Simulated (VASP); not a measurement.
Consider the following.

```yaml
crystal:
  lattice:
    - [2.88519, 0.00000, 0.00000]
    - [0.00000, 2.88519, 0.00000]
    - [0.00000, 0.00000, 2.88519]
  atoms:
    - { symbol: Ti, position: [0.00000, 0.00000, 0.00000] }
    - { symbol: Co, position: [0.50000, 0.50000, 0.50000] }
```

Calculation: SCAN meta-GGA, VASP's PBE PAW potentials (set 64) (plane waves; VASP). Numerical set-up: 520 eV cut-off, 12×12×12 Γ-centred mesh, first-order Methfessel-Paxton smearing of 0.10 eV, potentials Ti_sv Co.

Question: What does the run give for the energy per atom (σ→0), pressure, band gap (on the k-mesh) with the smallest direct gap where there is one?

Answer: 
```yaml
band gap (on the k-mesh): none (metal, semimetal or under 0.01 eV)
energy per atom (σ→0): -16.941 eV/atom
pressure: 12.69 GPa
```

Total energies compare only between runs with the same potentials, cut-off and functional.

The compound is TiCo in the CsCl type structure. This cell is one point of a volume scan, at 0.94 of the reference volume. The run is not spin-polarised, so no magnetic state was tried. The electron count is odd and the run is not spin-polarised, which forces a metal.
